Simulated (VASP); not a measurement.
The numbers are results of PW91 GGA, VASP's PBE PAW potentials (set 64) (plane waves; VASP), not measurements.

A VASP calculation is set up with these files.

**POSCAR**
```
Ir
1
    0.0000000000     1.9804156756     1.9804156756
    1.9804156756     0.0000000000     1.9804156756
    1.9804156756     1.9804156756     0.0000000000
Ir
1
Direct
  0.0000000000   0.0000000000   0.0000000000
```

KPOINTS:
```
kpoints
0
Gamma
 16 16 16
```

INCAR:
```
# general
SYSTEM   =  Ir
PREC     =  Accurate
ENCUT    =  520   # plane-wave cut-off (eV)
LREAL    =  .False.   # projection in real space or not
LASPH    =  .True.   # aspherical one-centre terms

# electronic loop
EDIFF    =  1E-7   # SCF stop (eV)
NELM     =  100   # most electronic steps
ALGO     =  Normal   # blocked Davidson
LMAXMIX  =  6

# smearing
ISMEAR   =  1   # Methfessel-Paxton
SIGMA    =  0.1   # width (eV)

# functional
GGA      =  91   # PW91

# ions
ISIF     =  2   # forces and stress, cell fixed

# output
LWAVE    =  .False.
LCHARG   =  .False.
```

POTCAR, in this order: Ir (PBE.64 set). Program: vasp_std.

The resulting files:

**OSZICAR**
```
       N       E                     dE             d eps       ncg     rms          rms(c)
DAV:   1     0.437867943035E+02    0.43787E+02   -0.43919E+03  2328   0.101E+03
DAV:   2    -0.866809199949E+01   -0.52455E+02   -0.50852E+02  2352   0.204E+02
DAV:   3    -0.938366133578E+01   -0.71557E+00   -0.71290E+00  3424   0.319E+01
DAV:   4    -0.938822938298E+01   -0.45680E-02   -0.45670E-02  2936   0.185E+00
DAV:   5    -0.938826809757E+01   -0.38715E-04   -0.38714E-04  3456   0.109E-01    0.124E+01
DAV:   6    -0.883115529479E+01    0.55711E+00   -0.13983E+00  2680   0.161E+01    0.445E+00
DAV:   7    -0.875696650124E+01    0.74189E-01   -0.29192E-01  3072   0.681E+00    0.142E+00
DAV:   8    -0.875266355297E+01    0.43029E-02   -0.12124E-03  2512   0.477E-01    0.681E-01
DAV:   9    -0.875123052655E+01    0.14330E-02   -0.88976E-04  2960   0.492E-01    0.139E-02
DAV:  10    -0.875123640391E+01   -0.58774E-05   -0.42505E-06  3216   0.213E-02    0.519E-03
DAV:  11    -0.875123699845E+01   -0.59453E-06   -0.23344E-07  3024   0.509E-03    0.745E-04
DAV:  12    -0.875123693408E+01    0.64363E-07   -0.46541E-09  1656   0.921E-04
   1 F= -.87512369E+01 E0= -.87511467E+01  d E =-.270691E-03
```

### OUTCAR
```
------------------------ aborting loop because EDIFF is reached ----------------------------------------
  FORCE on cell =-STRESS in cart. coord.  units (eV):
  Direction    XX          YY          ZZ          XY          YZ          ZX
  --------------------------------------------------------------------------------------
  Total       -1.6434551     -1.6434551     -1.6434551     -0.0000000      0.0000000      0.0000000
  in kB     -169.4998669   -169.4998669   -169.4998669     -0.0000000      0.0000000      0.0000000
  external PRESSURE =    -169.4998669 kB  Pullay stress =       0.0000000 kB
  volume of cell :       15.53
      direct lattice vectors                 reciprocal lattice vectors
     0.000000000  1.980415676  1.980415676    -0.252472249  0.252472249  0.252472249
     1.980415676  0.000000000  1.980415676     0.252472249 -0.252472249  0.252472249
     1.980415676  1.980415676  0.000000000     0.252472249  0.252472249 -0.252472249
 POSITION                                       TOTAL-FORCE (eV/Angst)
 -----------------------------------------------------------------------------------
      0.00000      0.00000      0.00000        -0.000000      0.000000      0.000000
 -----------------------------------------------------------------------------------
    total drift:                               -0.000000      0.000000      0.000000
  FREE ENERGIE OF THE ION-ELECTRON SYSTEM (eV)
  ---------------------------------------------------
  free  energy   TOTEN  =        -8.7512369341 eV

  energy  without entropy=       -8.7509662435  energy(sigma->0) =       -8.75114670
```
(Selected blocks of OUTCAR.)

The compound is Ir in the fcc structure. This cell is one point of a volume scan, at 1.06 of the reference volume.
